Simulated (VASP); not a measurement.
VASP runs on NaCl (space group Fm-3m) share one base input (PBE GGA, plane waves, VASP's PBE PAW potentials (set 64)) and change the settings named in each case.

### INCAR
```
SYSTEM  =  NaCl
PREC  =  Accurate; ENCUT  =  300; LREAL  =  .False.
LASPH  =  .True.
EDIFF  =  1E-6; NELM  =  100; ALGO  =  Normal
ISMEAR  =  0; SIGMA  =  0.01
GGA  =  PE
ISIF  =  2
LWAVE  =  .False.; LCHARG  =  .False.
```

**POSCAR**
```
NaCl
5.5763940
  0.0000000000   0.5000000000   0.5000000000
  0.5000000000   0.0000000000   0.5000000000
  0.5000000000   0.5000000000   0.0000000000
Na Cl
1 1
Direct
  0.0000000000   0.0000000000   0.0000000000
  0.5000000000   0.5000000000   0.5000000000
```

File KPOINTS:
```
Automatic mesh
0
Gamma
5 5 5
0 0 0
```

POTCAR, in this order: Na_pv Cl (PBE.64 set). Program: vasp_std.

| change | E(σ→0) (eV/atom) | pressure (GPa) |
|---|---|---|
| base run | -3.3816 | 1.50 |
| KPOINTS 1×1×1 Γ-centred mesh | -0.9497 | 27.90 |
| KPOINTS 2×2×2 Γ-centred mesh | -3.2433 | 3.66 |
| KPOINTS 3×3×3 Γ-centred mesh | -3.3715 | 1.71 |
| KPOINTS 4×4×4 Γ-centred mesh | -3.3807 | 1.52 |
| KPOINTS 6×6×6 Γ-centred mesh | -3.3817 | 1.50 |
| KPOINTS 7×7×7 Γ-centred mesh | -3.3816 | 1.48 |
| KPOINTS 8×8×8 Γ-centred mesh | -3.3816 | 1.49 |
| KPOINTS 10×10×10 Γ-centred mesh | -3.3817 | 1.49 |
| KPOINTS 11×11×11 Γ-centred mesh | -3.3816 | 1.49 |
| KPOINTS 14×14×14 Γ-centred mesh | -3.3816 | 1.49 |
| KPOINTS 16×16×16 Γ-centred mesh | -3.3816 | 1.49 |
| KPOINTS 20×20×20 Γ-centred mesh | -3.3816 | 1.49 |
 Energies of different potentials or functionals have different zeros.  At 300 eV the pressure can carry a Pulay error.

Left out are runs that ran out of time, are held back, or changed the cell or the kind of run, fixed moments of cells without a moment, rows past the twelfth, gaps on odd meshes, pressures of charged cells and columns that move by less than the noise.

The structure comes from a computed database's NaCl entry; how it stands against other phases isn't given here. The cell was not relaxed at this level, its lattice was scaled by up to 2.5 %.
